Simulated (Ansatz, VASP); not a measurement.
## ZrSi6O14 (amorphous 14ZrO2-86SiO2 (mol %)): VASP beside Ansatz

Aim: how closely do two programs agree when they are given the same cell, functional and k mesh? The structure shown is the start of the Ansatz relaxation below; VASP solves that cell, so the two are compared at the walk's first step.

Method: plane waves, with VASP 6.6.1 beside it; single point at PBE, in Ansatz 0.2.0.

### Step 1. The starting structure

The cell holds 84 atoms: 4 Zr, 24 Si and 56 O. Its edges and angles: a = 10.760 Å, b = 10.760 Å, c = 10.760 Å, α = 90.0°, β = 90.0°, γ = 90.0°. As first built, before any earlier steps moved the atoms (in the runner's words): 84 atoms (4 Zr, 24 Si, 56 O) placed at random at 2.58 g/cm^3, melted at 5000 K for 10 ps at fixed volume with the Morse and Coulomb pair potential with partial charges (Pedone, Malavasi, Menziani, Cormack and Segre, J. Phys. Chem. B 110, 11780 (2006)). Quenched from 5000 K to 300 K at 50 K/ps and fixed volume, held 5 ps, then minimised at fixed cell.

### Step 2. Ansatz: relaxation, PBE

Ansatz runs on its default PAW (the set named soft_2) files.

The two programs are compared at the cell with which this relaxation starts, whose forces are those of its first step.

Input file input.yaml:

```yaml
crystal:
  lattice:
    - [10.7601, 0.0, 0.0]
    - [0.0, 10.7601, 0.0]
    - [0.0, 0.0, 10.7601]
  atoms:
    - { symbol: Zr, position: [0.53307, 0.3033, 0.12309] }
    - { symbol: Zr, position: [0.52443, 0.21392, 0.69435] }
    - { symbol: Zr, position: [0.80546, 0.91904, 0.39829] }
    - { symbol: Zr, position: [0.67558, 0.50967, 0.79398] }
    - { symbol: Si, position: [0.32599, 0.64663, 0.20497] }
    - { symbol: Si, position: [0.82241, 0.79206, 0.11027] }
    - { symbol: Si, position: [0.39274, 0.2636, 0.40865] }
    - { symbol: Si, position: [0.1048, 0.06946, 0.01145] }
    - { symbol: Si, position: [0.50339, 0.7845, 0.3986] }
    - { symbol: Si, position: [0.98314, 0.54594, 0.5913] }
    - { symbol: Si, position: [0.73062, 0.50214, 0.48086] }
    - { symbol: Si, position: [0.10924, 0.8797, 0.51481] }
    - { symbol: Si, position: [0.99849, 0.30349, 0.72841] }
    - { symbol: Si, position: [0.38698, 0.51562, 0.94384] }
    - { symbol: Si, position: [0.98216, 0.02075, 0.741] }
    - { symbol: Si, position: [0.47032, 0.89992, 0.79956] }
    - { symbol: Si, position: [0.33353, 0.7044, 0.61314] }
    - { symbol: Si, position: [0.92766, 0.42893, 0.97442] }
    - { symbol: Si, position: [0.30685, 0.99493, 0.32855] }
    - { symbol: Si, position: [0.18555, 0.4528, 0.38282] }
    - { symbol: Si, position: [0.62479, 0.59943, 0.22235] }
    - { symbol: Si, position: [0.37861, 0.03286, 0.03796] }
    - { symbol: Si, position: [0.27516, 0.41112, 0.64991] }
    - { symbol: Si, position: [0.11864, 0.61437, 0.85585] }
    - { symbol: Si, position: [0.77013, 0.23102, 0.3538] }
    - { symbol: Si, position: [0.10205, 0.7884, 0.07949] }
    - { symbol: Si, position: [0.0152, 0.28282, 0.20499] }
    - { symbol: Si, position: [0.7627, 0.82327, 0.81944] }
    - { symbol: O, position: [0.32642, 0.13411, 0.37888] }
    - { symbol: O, position: [0.66523, 0.56642, 0.36062] }
    - { symbol: O, position: [0.97207, 0.32062, 0.87352] }
    - { symbol: O, position: [0.91274, 0.22971, 0.29732] }
    - { symbol: O, position: [0.67474, 0.23953, 0.24024] }
    - { symbol: O, position: [0.92938, 0.41823, 0.66003] }
    - { symbol: O, position: [0.38007, 0.33566, 0.708] }
    - { symbol: O, position: [0.96526, 0.73811, 0.1181] }
    - { symbol: O, position: [0.81773, 0.90046, 0.21095] }
    - { symbol: O, position: [0.25385, 0.5441, 0.86747] }
    - { symbol: O, position: [0.28377, 0.36668, 0.4767] }
    - { symbol: O, position: [0.14393, 0.35022, 0.6906] }
    - { symbol: O, position: [0.79701, 0.82647, 0.96729] }
    - { symbol: O, position: [0.5926, 0.48438, 0.14771] }
    - { symbol: O, position: [0.76152, 0.10036, 0.42771] }
    - { symbol: O, position: [0.41538, 0.90159, 0.37619] }
    - { symbol: O, position: [0.12862, 0.7425, 0.93433] }
    - { symbol: O, position: [0.4739, 0.6907, 0.26546] }
    - { symbol: O, position: [0.7155, 0.6947, 0.15874] }
    - { symbol: O, position: [0.36228, 0.59316, 0.07433] }
    - { symbol: O, position: [0.38574, 0.7955, 0.72475] }
    - { symbol: O, position: [0.02731, 0.53423, 0.93907] }
    - { symbol: O, position: [0.20787, 0.77191, 0.55556] }
    - { symbol: O, position: [0.03292, 0.04766, 0.8801] }
    - { symbol: O, position: [0.41179, 0.37854, 0.99119] }
    - { symbol: O, position: [0.11884, 0.35841, 0.28899] }
    - { symbol: O, position: [0.44044, 0.71136, 0.50841] }
    - { symbol: O, position: [0.33178, 0.99453, 0.17969] }
    - { symbol: O, position: [0.94964, 0.38235, 0.113] }
    - { symbol: O, position: [0.09182, 0.93506, 0.07794] }
    - { symbol: O, position: [0.05447, 0.61296, 0.7131] }
    - { symbol: O, position: [0.46914, 0.03673, 0.73254] }
    - { symbol: O, position: [0.96366, 0.16469, 0.68923] }
    - { symbol: O, position: [0.42184, 0.92283, 0.94258] }
    - { symbol: O, position: [0.08809, 0.50869, 0.48402] }
    - { symbol: O, position: [0.61787, 0.86477, 0.80034] }
    - { symbol: O, position: [0.18171, 0.94787, 0.3988] }
    - { symbol: O, position: [0.25044, 0.08736, 0.98021] }
    - { symbol: O, position: [0.21444, 0.74252, 0.17068] }
    - { symbol: O, position: [0.42556, 0.32462, 0.2824] }
    - { symbol: O, position: [0.48543, 0.13052, 0.05589] }
    - { symbol: O, position: [0.50535, 0.56132, 0.86757] }
    - { symbol: O, position: [0.79476, 0.47437, 0.93992] }
    - { symbol: O, position: [0.64891, 0.31705, 0.78628] }
    - { symbol: O, position: [0.3027, 0.55673, 0.63016] }
    - { symbol: O, position: [0.97038, 0.85351, 0.46481] }
    - { symbol: O, position: [0.06649, 0.17542, 0.11191] }
    - { symbol: O, position: [0.86121, 0.92549, 0.75154] }
    - { symbol: O, position: [0.07965, 0.95974, 0.64217] }
    - { symbol: O, position: [0.49773, 0.23917, 0.50708] }
    - { symbol: O, position: [0.651, 0.50401, 0.60268] }
    - { symbol: O, position: [0.26498, 0.55568, 0.30849] }
    - { symbol: O, position: [0.76115, 0.36038, 0.43423] }
    - { symbol: O, position: [0.64111, 0.82615, 0.41371] }
    - { symbol: O, position: [0.76855, 0.68238, 0.77443] }
    - { symbol: O, position: [0.86112, 0.58011, 0.51306] }
kpoints:
  mp_grid: { grid: [1, 1, 1] }
hamiltonian:
  xc: pbe
scf:
  occupations: { method: fermi_dirac, width: 0.025 }
output:
  forces: true
relax:
  f_tol: 0.04
  max_steps: 250
  cell: {}
```

On the command line:

```sh
$ ansatz run input.yaml --threads 4 --pin off --max-ram 8192MiB --backend cpu --events-out ev --progress --plain --runs-dir out
```

Numbers of over 12 decimals in the logs are rounded to 6 here.

The program printed:

```text
Engine: ansatz 0.2.0, aarch64-unknown-linux-gnu
Pseudopotentials: kind: paw
Pseudopotential: Zr, paw, valence charge 12, recommended cutoff 420 eV (normal), Zr.paw.azcp
Pseudopotential: Si, paw, valence charge 4, recommended cutoff 420 eV (normal), Si.paw.azcp
Pseudopotential: O, paw, valence charge 6, recommended cutoff 420 eV (normal), O.paw.azcp
Functional definition: PBE
  parameter kappa = 0.804
  parameter beta = 0.066725
  exchange = pbe_x(kappa = kappa, mu = beta*pi^2/3)
  correlation = pbe_c(beta = beta)
Crystal: 84 atoms, lattice volume = 1245.802 Å³
Basis set: ecut = 420 eV, 24303 PW (Γ), exchange–correlation on 144×144×144 points (8 copies of the dense FFT grid, shifted against one another)
Bands: 324, of which v1, the nominal top of the filled ones, is band 240 counted from 1 (239 counted from 0)
Symmetry: 1 space group operations
Space group: P1 (ITA 1), of the structure as read, at distance tolerance 1.1e-4 Å
k-points: 1
Non-local potential: Zr, projectors of the file, l = 0: 3, l = 1: 2, l = 2: 2, l = 3: 2
Non-local potential: Si, projectors of the file, l = 0: 2, l = 1: 2, l = 2: 2
Non-local potential: O, projectors of the file, l = 0: 2, l = 1: 2, l = 2: 1
PAW form: soft (Blöchl's): semilocal exchange-correlation on the pseudo side does not see the compensation charge
PAW one-centre angular grid: Zr, 590 points (default); XC on 64 Gauss nodes
PAW one-centre angular grid: Si, 110 points (default); XC on 64 Gauss nodes
PAW one-centre angular grid: O, 110 points (default); XC on 64 Gauss nodes
Initial density: superposition of atomic densities (neutral atoms: chi_scale 0, normalization atom), corrected by the library's trained network
Initial wavefunctions: pseudopotential atomic-orbital guess
Functional: x = pbe(κ = 0.804, μ = 0.219515), c = pbe(β = 0.066725)
SCF iter   1: F=—  HF=-63859.103876 eV  |F-HF|=—  |Δ(HF+E_count)|=         —  Δρ=2.59e-3  dr2=1.03e-1  ethr=1.77e-3  ⟨swp⟩=5.0  Hψ=1421  notcnv=0  defer=70
preconditioner: auto → Resta (q_TF=auto, 2.327 Å⁻¹)  ε∞=3.2  [insulator: Δε(μ)=3.510 eV  Ē_g=14.864 eV  σ=0.025 eV  W_gap=1.00  n_scr=250 (ndim 8)  ℏωp=22.3 eV  f_vac=0.206  D(μ)=0.00/eV (n_scr^D=0)  ε∞_Penn≈3.2]
SCF iter   2: F=—  HF=-63859.095517 eV  |F-HF|=—  |Δ(HF+E_count)|=   8.36e-3  Δρ=1.27e-3  dr2=2.05e-2  ethr=2.15e-5  ⟨swp⟩=2.0  Hψ=617  notcnv=0  defer=80
SCF iter   3: F=—  HF=-63859.097092 eV  |F-HF|=—  |Δ(HF+E_count)|=   1.57e-3  Δρ=6.15e-4  dr2=6.68e-3  ethr=4.28e-6  ⟨swp⟩=2.0  Hψ=431  notcnv=0  defer=80
SCF iter   4: F=—  HF=-63859.096969 eV  |F-HF|=—  |Δ(HF+E_count)|=   1.23e-4  Δρ=2.91e-4  dr2=1.30e-3  ethr=1.39e-6  ⟨swp⟩=2.0  Hψ=427  notcnv=0  defer=80
SCF iter   5: F=—  HF=-63859.096847 eV  |F-HF|=—  |Δ(HF+E_count)|=   1.22e-4  Δρ=1.37e-4  dr2=2.60e-4  ethr=2.72e-7  ⟨swp⟩=2.0  Hψ=413  notcnv=0  defer=80
SCF iter   6: F=—  HF=-63859.096780 eV  |F-HF|=—  |Δ(HF+E_count)|=   6.74e-5  Δρ=5.84e-5  dr2=4.60e-5  ethr=5.42e-8  ⟨swp⟩=2.0  Hψ=415  notcnv=0  defer=80
SCF iter   7: F=—  HF=-63859.098690 eV  |F-HF|=—  |Δ(HF+E_count)|=   1.91e-3  Δρ=2.36e-5  dr2=6.91e-6  ethr=9.57e-9  ⟨swp⟩=2.0  Hψ=560  notcnv=0  defer=80
SCF iter   8: F=—  HF=-63859.098691 eV  |F-HF|=—  |Δ(HF+E_count)|=   1.49e-6  Δρ=8.21e-6  dr2=9.85e-7  ethr=1.44e-9  ⟨swp⟩=2.0  Hψ=428  notcnv=0  defer=80
SCF iter   9: F=—  HF=-63859.098692 eV  |F-HF|=—  |Δ(HF+E_count)|=   4.63e-7  Δρ=4.93e-6  dr2=2.83e-7  ethr=2.05e-10  ⟨swp⟩=2.0  Hψ=428  notcnv=0  defer=80
SCF iter  10: F=-63859.098692 eV  HF=-63859.098692 eV  |F-HF|=6.33e-10  |Δ(HF+E_count)|=   1.07e-8  Δρ=1.39e-6  dr2=2.54e-8  ethr=2.08e-11  ⟨swp⟩=4.0  Hψ=981  notcnv=0
SCF 1 converged in 10 iterations: F = -63859.098692 eV  dr2 = 2.54e-8
  greatest PAW one-centre occupation: 0.995 electrons in one spin orbital (limit 2), on the Zr atom at site 2 (counted from 0), in its partial waves of l = 0
relax step   1: F+E_penalty+E_count = -63859.09869173 eV  Δ(F+E_penalty+E_count) = +0.000e0 eV  max|allowed force component| = 2.804e0 eV/Å  Δτ_max = 0.0000 Å  P = -0.447 GPa  Ω = 1245.802 Å³  (10 SCF iters, dr2 threshold 1.00e-7 eV, accepted)
Crystal: 84 atoms, lattice volume = 1223.692 Å³
Basis set: ecut = 420 eV, 23869 PW (Γ), exchange–correlation on 144×144×144 points (8 copies of the dense FFT grid, shifted against one another)
Initial density: handed on by an earlier stage of this run
Initial wavefunctions: those handed on with the density
iter 1 solved again at ethr=2.69e-4 eV; its pass at ethr=3.10e-3 eV (dr2=1.29e0 eV) is discarded
SCF iter   1: F=—  HF=-63861.519802 eV  |F-HF|=—  |Δ(HF+E_count)|=         —  Δρ=1.01e-2  dr2=1.30e0  ethr=2.69e-4  ⟨swp⟩=7.0  Hψ=1522  notcnv=0
preconditioner: auto → Resta (q_TF=auto, 2.334 Å⁻¹)  ε∞=3.2  [insulator: Δε(μ)=3.915 eV  Ē_g=15.046 eV  σ=0.025 eV  W_gap=1.00  n_scr=250 (ndim 8)  ℏωp=22.5 eV  f_vac=0.198  D(μ)=0.00/eV (n_scr^D=0)  ε∞_Penn≈3.2]
[...]
atom  62  O      0.00117441     0.00443971    -0.00063377
  atom  63  O     -0.00341026    -0.00173457    -0.00050702
  atom  64  O     -0.00534071    -0.00486783    -0.00189776
  atom  65  O      0.00572306     0.00280487    -0.00102933
  atom  66  O      0.00462104     0.00168962    -0.00087221
  atom  67  O      0.00381931    -0.00294637     0.00596381
  atom  68  O     -0.00718278    -0.00106866     0.01728835
  atom  69  O     -0.00507913     0.00259630    -0.00751634
  atom  70  O     -0.00047856     0.00052796     0.01251637
  atom  71  O      0.00302501    -0.00777143     0.00029069
  atom  72  O     -0.01917948    -0.03548926    -0.00183561
  atom  73  O      0.00219986    -0.00661131    -0.00134005
  atom  74  O      0.01208547     0.00056622     0.00559311
  atom  75  O     -0.00317452    -0.00263952    -0.00063144
  atom  76  O      0.00349010     0.00556676    -0.00482234
  atom  77  O     -0.00512037     0.00542565    -0.00031626
  atom  78  O      0.00673459    -0.00076646     0.01350990
  atom  79  O      0.00409280     0.00083861     0.01024341
  atom  80  O     -0.00399075    -0.00796486    -0.00360322
  atom  81  O      0.00008824    -0.00116542    -0.00056010
  atom  82  O      0.00030631    -0.00140937     0.00171977
  atom  83  O     -0.00102298     0.00610868    -0.00018673
  atom  84  O     -0.00186951    -0.00345051     0.00581759
  max |Σ_I F_I| component: 3.95e-5 eV/Å
--- Stress (GPa, compression-positive) ---
       -0.014522      -0.007542       0.001172
       -0.007541       0.013894      -0.012971
        0.001171      -0.012970       0.000941
  P = ⅓ Tr σ = 0.0001 GPa (0.001 kbar)
--- Relaxed structure (20 steps of the walk, 17 accepted, 2 SCFs on fresh bases) ---
  F+E_penalty+E_count = -63863.04861310 eV   max|allowed force component| = 3.581e-2 eV/Å   (the final SCF, on the basis selected at the relaxed cell)
  cell:  # Å, volume = 1200.9396 Å³
    - [10.550622, -0.201699, -0.080169]
    - [-0.201699, 10.796733, -0.195360]
    - [-0.080169, -0.195360, 10.550641]
  atoms:
    - { symbol: Zr, position: [0.541494, 0.303236, 0.128916] }
    - { symbol: Zr, position: [0.508229, 0.220886, 0.699310] }
    - { symbol: Zr, position: [0.804658, 0.938717, 0.393945] }
    - { symbol: Zr, position: [0.668577, 0.511040, 0.791312] }
    - { symbol: Si, position: [0.320403, 0.645512, 0.207398] }
    - { symbol: Si, position: [0.825424, 0.805825, 0.107940] }
    - { symbol: Si, position: [0.389993, 0.263857, 0.410599] }
    - { symbol: Si, position: [0.114512, 0.062119, 0.00838163] }
    - { symbol: Si, position: [0.500135, 0.797104, 0.402085] }
    - { symbol: Si, position: [0.984885, 0.523737, 0.591813] }
    - { symbol: Si, position: [0.734186, 0.508297, 0.480170] }
    - { symbol: Si, position: [0.105597, 0.881066, 0.510116] }
    - { symbol: Si, position: [0.994647, 0.294449, 0.723643] }
    - { symbol: Si, position: [0.395405, 0.499435, 0.953597] }
    - { symbol: Si, position: [0.984865, 0.016894, 0.733550] }
    - { symbol: Si, position: [0.470305, 0.907563, 0.802566] }
    - { symbol: Si, position: [0.324934, 0.713758, 0.608722] }
    - { symbol: Si, position: [0.918224, 0.413112, 0.971012] }
    - { symbol: Si, position: [0.306479, 0.994833, 0.330170] }
    - { symbol: Si, position: [0.192027, 0.446088, 0.381923] }
    - { symbol: Si, position: [0.622024, 0.612994, 0.222634] }
    - { symbol: Si, position: [0.385838, 0.029046, 0.042199] }
    - { symbol: Si, position: [0.268517, 0.437264, 0.705634] }
    - { symbol: Si, position: [0.113300, 0.596267, 0.864755] }
    - { symbol: Si, position: [0.782286, 0.240124, 0.345908] }
    - { symbol: Si, position: [0.103040, 0.783230, 0.078085] }
    - { symbol: Si, position: [0.016833, 0.279850, 0.197254] }
    - { symbol: Si, position: [0.762202, 0.827471, 0.816988] }
    - { symbol: O, position: [0.306329, 0.137514, 0.377789] }
    - { symbol: O, position: [0.672026, 0.583465, 0.362563] }
    - { symbol: O, position: [0.961742, 0.301368, 0.873114] }
    - { symbol: O, position: [0.933937, 0.226134, 0.312173] }
    - { symbol: O, position: [0.697063, 0.246323, 0.218392] }
    - { symbol: O, position: [0.915800, 0.398284, 0.649270] }
    - { symbol: O, position: [0.383400, 0.350195, 0.725164] }
    - { symbol: O, position: [0.960451, 0.733446, 0.115650] }
    - { symbol: O, position: [0.828762, 0.921079, 0.212507] }
    - { symbol: O, position: [0.251851, 0.512951, 0.855337] }
    - { symbol: O, position: [0.287098, 0.364064, 0.466811] }
    - { symbol: O, position: [0.141416, 0.345752, 0.696313] }
    - { symbol: O, position: [0.800168, 0.856321, 0.967785] }
    - { symbol: O, position: [0.579728, 0.496181, 0.137363] }
    - { symbol: O, position: [0.756988, 0.112114, 0.424517] }
    - { symbol: O, position: [0.420865, 0.920506, 0.395807] }
    - { symbol: O, position: [0.141604, 0.731654, 0.933508] }
    - { symbol: O, position: [0.474423, 0.702267, 0.261546] }
    - { symbol: O, position: [0.709404, 0.711410, 0.149627] }
    - { symbol: O, position: [0.347158, 0.587463, 0.070247] }
    - { symbol: O, position: [0.373383, 0.801104, 0.730373] }
    - { symbol: O, position: [0.031128, 0.520738, 0.963190] }
    - { symbol: O, position: [0.194261, 0.763796, 0.545181] }
    - { symbol: O, position: [0.033051, 0.047618, 0.877636] }
[...]
- { symbol: O, position: [0.098163, 0.962173, 0.645058] }
    - { symbol: O, position: [0.499383, 0.235931, 0.512575] }
    - { symbol: O, position: [0.643163, 0.508523, 0.600454] }
    - { symbol: O, position: [0.275083, 0.560794, 0.321600] }
    - { symbol: O, position: [0.766461, 0.368723, 0.429615] }
    - { symbol: O, position: [0.648313, 0.833135, 0.414073] }
    - { symbol: O, position: [0.768498, 0.681362, 0.783435] }
    - { symbol: O, position: [0.868034, 0.588196, 0.521466] }
```

In the SCF lines HF is the Harris–Foulkes energy and dr2 the Hartree energy of the density residual, in eV; the loop may stop once dr2 is under the threshold and the program's other checks hold. Hψ counts applications of the Hamiltonian.

(Continued in part 2 of 2.)

[Lines on the potential files, build, host, timing and source positions are cut from VASP's logs without a mark.]

[Logs are printed without paths, hosts, clocks, repeated set-up lines and the standing remarks that a program may print on its own settings, such as how far it seeks lower states.]

[Hosts, paths, dates, database ids (printed as entryN), source tags and the programs' standing remarks are cut or masked in the printed files.]
